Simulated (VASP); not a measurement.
Cd2TeSe (space group P3m1): the formation energy from VASP (plane waves, PAW) at several levels of theory. The references are the elements' solids at the same level; no temperature or zero-point terms are added.   The path is coarsely sampled, so an indirect gap can come out somewhat too large. Without a dispersion term in the relaxation, distances and binding between the weakly bound layers, chains or molecules are unreliable, and so is what depends on them. Spin-orbit coupling is left out, which shifts such energies by up to tenths of an eV for the heavy elements here.

```tsv
level	formation energy (eV/atom)
LDA	-0.430
PBEsol	-0.451
```

The cell of the LDA run:

```yaml
crystal:
  lattice:
    - [4.39123, 0.00000, 0.00000]
    - [-2.19562, 3.80292, 0.00000]
    - [0.00000, 0.00000, 7.18014]
  atoms:
    - { symbol: Cd, position: [0.66667, 0.33333, 0.48375] }
    - { symbol: Cd, position: [0.00000, 0.00000, 0.01496] }
    - { symbol: Te, position: [0.00000, 0.00000, 0.62804] }
    - { symbol: Se, position: [0.66667, 0.33333, 0.12126] }
```

Only levels that ran to the end are used. Left out are those held back, those with too coarse a band path, GW runs whose mesh misses a band edge, hybrids' fits of cells that aren't cubic and levels without matching references; a question may draw on a part of the rest.
